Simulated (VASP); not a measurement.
Here is a VASP 6.6.1 calculation.

INCAR

```
SYSTEM = BAs
PREC     = Accurate       ! precision mode
ENCUT    = 520            ! plane-wave cutoff, eV
EDIFF    = 1E-8           ! SCF threshold, eV
ISMEAR   = 0              ! smearing method
SIGMA    = 0.02           ! smearing width, eV
LREAL    = .False.        ! projectors in reciprocal space
LASPH    = .True.         ! aspherical terms in the spheres
NELM     = 60             ! most SCF steps
ALGO     = Normal         ! electronic algorithm
ISIF     = 2              ! what is computed and relaxed
LWAVE    = .False.        ! write WAVECAR
LCHARG   = .False.        ! write CHGCAR
GGA      = PE             ! functional
NBANDS   = 11             ! bands
IBRION   = 8              ! ionic algorithm
NSW      = 1              ! ionic steps
```

File KPOINTS:

```
Automatic mesh
0
Gamma
  4 4 4
  0 0 0
```

POSCAR

```
BAs                                     
1.0
    0.0000000000      2.3953896524      2.3953896524
    2.3953896524      0.0000000000      2.3953896524
    2.3953896524      2.3953896524      0.0000000000
  B               As            
     1     1
Direct
     0.0000000000000000    0.0000000000000000    0.0000000000000000
     0.2500000000000000    0.2500000000000000    0.2500000000000000
```

Potentials or basis: VASP PAW PBE potentials, release 64 (B, As).

Run with:

```bash
$ cat potpaw_PBE.64/B/POTCAR potpaw_PBE.64/As/POTCAR > POTCAR
$ mpirun -np 1 vasp_std > vasp.out
```

Question: Estimate the pressure.

Answer: 2.8 GPa.

Question: What does it give for the highest phonon frequency at Γ, LO-TO splitting left out?

Answer: 704 cm⁻¹.

Question: What does it give for the band gap on the k mesh?

Answer: 1.42 eV, indirect (least direct gap 3.25 eV).

Phonon frequencies in cm⁻¹ (negative: imaginary):
| q point | frequencies |
| --- | --- |
| (0.000, 0.000, 0.000) | 0 0 0 704 704 704 |

Caveat: the k mesh is coarse (spacing up to 0.57 Å⁻¹), so the values aren't converged. A k mesh can miss the band edges.
